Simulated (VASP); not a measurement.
Computed with rev-vdW-DF2, VASP's PBE PAW potentials (set 64) (plane waves; VASP).

Input for VASP

### POSCAR
```
Tl
1
    1.7640370932    -3.0554019808     0.0000000000
    1.7640370932     3.0554019808     0.0000000000
    0.0000000000     0.0000000000     5.5684106430
Tl
2
Direct
  0.3333330000   0.6666670000   0.2500000000
  0.6666670000   0.3333330000   0.7500000000
```

**INCAR**
```
AGGAC  =  0.0
ALGO  =  Normal
EDIFF  =  1E-7
EDIFFG  =  -0.01
ENCUT  =  520
GGA  =  MK
IBRION  =  2
ISIF  =  4
ISMEAR  =  1
LASPH  =  .True.
LCHARG  =  .False.
LMAXMIX  =  4
LREAL  =  .False.
LUSE_VDW  =  .True.
LWAVE  =  .False.
NELM  =  100
NSW  =  30
PARAM1  =  0.1234568
PARAM2  =  0.7114
PREC  =  Accurate
SIGMA  =  0.1
SYSTEM  =  Tl
ZAB_VDW  =  -1.8867
```

### KPOINTS
```
Automatic mesh
0
Gamma
12 12 7
0 0 0
```

POTCAR, in this order: Tl_d (PBE.64 set). Program: vasp_std.

Output of the run:

OSZICAR:
```
       N       E                     dE             d eps       ncg     rms          rms(c)
DAV:   1     0.131893679817E+03    0.13189E+03   -0.14264E+04  2592   0.143E+03
DAV:   2     0.311824165719E+01   -0.12878E+03   -0.12720E+03  2719   0.292E+02
DAV:   3     0.945251480159E+00   -0.21730E+01   -0.21662E+01  3082   0.335E+01
DAV:   4     0.931753069186E+00   -0.13498E-01   -0.13497E-01  2943   0.264E+00
DAV:   5     0.931583548963E+00   -0.16952E-03   -0.16952E-03  3016   0.303E-01    0.255E+00
DAV:   6     0.978215624200E+00    0.46632E-01   -0.92231E-02  2746   0.252E+00    0.180E+00
DAV:   7     0.986538005513E+00    0.83224E-02   -0.33969E-02  2718   0.151E+00    0.713E-01
DAV:   8     0.987168922101E+00    0.63092E-03   -0.18541E-03  2716   0.373E-01    0.349E-02
DAV:   9     0.987165671701E+00   -0.32504E-05   -0.10783E-05  3184   0.302E-02    0.892E-03
DAV:  10     0.987162664818E+00   -0.30069E-05   -0.33814E-06  2717   0.162E-02    0.941E-04
DAV:  11     0.987162575757E+00   -0.89061E-07   -0.12327E-07  1744   0.279E-03
   1 F= 0.98716258E+00 E0= 0.98704799E+00  d E =0.987163E+00
       N       E                     dE             d eps       ncg     rms          rms(c)
DAV:   1     0.969554364496E+00   -0.17608E-01   -0.65831E-01  2638   0.631E+00    0.532E-01
DAV:   2     0.979370245382E+00    0.98159E-02   -0.63442E-03  2654   0.856E-01    0.322E-01
DAV:   3     0.984392971587E+00    0.50227E-02   -0.95754E-03  2667   0.981E-01    0.365E-02
DAV:   4     0.984363836927E+00   -0.29135E-04   -0.54767E-04  2668   0.215E-01    0.193E-02
DAV:   5     0.984363076491E+00   -0.76044E-06   -0.64658E-06  3263   0.255E-02    0.309E-03
DAV:   6     0.984363568622E+00    0.49213E-06   -0.92639E-07  2701   0.107E-02    0.432E-04
DAV:   7     0.984363563681E+00   -0.49413E-08   -0.53018E-08  1456   0.183E-03
   2 F= 0.98436356E+00 E0= 0.98426162E+00  d E =-.279901E-02
       N       E                     dE             d eps       ncg     rms          rms(c)
DAV:   1     0.924270030784E+00   -0.60094E-01   -0.26239E+00  2640   0.126E+01    0.106E+00
DAV:   2     0.962070942701E+00    0.37801E-01   -0.24260E-02  2656   0.165E+00    0.643E-01
DAV:   3     0.982017883310E+00    0.19947E-01   -0.37495E-02  2677   0.195E+00    0.700E-02
DAV:   4     0.981897113101E+00   -0.12077E-03   -0.21042E-03  2672   0.419E-01    0.402E-02
DAV:   5     0.981891693554E+00   -0.54195E-05   -0.20445E-05  3186   0.399E-02    0.601E-03
DAV:   6     0.981892488690E+00    0.79514E-06   -0.22301E-06  2708   0.149E-02    0.809E-04
DAV:   7     0.981892465608E+00   -0.23082E-07   -0.92220E-08  1561   0.290E-03
   3 F= 0.98189247E+00 E0= 0.98177945E+00  d E =-.527011E-02
```

OUTCAR:
```
------------------------ aborting loop because EDIFF is reached ----------------------------------------
  FORCE on cell =-STRESS in cart. coord.  units (eV):
  Direction    XX          YY          ZZ          XY          YZ          ZX
  --------------------------------------------------------------------------------------
  Total        0.0005530      0.0005530      0.0042263     -0.0000000      0.0000000     -0.0000000
  in kB        0.0147595      0.0147595      0.1128058     -0.0000000      0.0000000     -0.0000000
  external PRESSURE =       0.0474416 kB  Pullay stress =       0.0000000 kB
  volume of cell :       60.03
      direct lattice vectors                 reciprocal lattice vectors
     1.783083308 -3.088390996  0.000000000     0.280413146 -0.161896599 -0.000000000
     1.783083308  3.088390996  0.000000000     0.280413146  0.161896599 -0.000000000
     0.000000000 -0.000000000  5.450086707     0.000000000  0.000000000  0.183483319
 POSITION                                       TOTAL-FORCE (eV/Angst)
 -----------------------------------------------------------------------------------
      1.78308      1.02947      1.36252        -0.000000     -0.000000      0.000000
      1.78308     -1.02947      4.08757         0.000000      0.000000      0.000000
 -----------------------------------------------------------------------------------
    total drift:                               -0.000000      0.000470      0.000009
  FREE ENERGIE OF THE ION-ELECTRON SYSTEM (eV)
  ---------------------------------------------------
  free  energy   TOTEN  =         0.9818924656 eV

  energy  without entropy=        0.9815534271  energy(sigma->0) =        0.98177945

 reached required accuracy - stopping structural energy minimisation
```
(Selected blocks of OUTCAR.)

CONTCAR:
```
Tl
   1.00000000000000
     1.7830833080531299   -3.0883909955095685    0.0000000000000000
     1.7830833080531299    3.0883909955095685    0.0000000000000000
     0.0000000000000000   -0.0000000000000000    5.4500867074215105
  Tl
     2
Direct
     0.3333330000000032    0.6666669999999968    0.2500000000000000
     0.6666669999999968    0.3333330000000032    0.7500000000000000
```

The compound is Tl in the hcp structure. This run relaxes it. Symmetry was kept, so distortions that lower it aren't found.
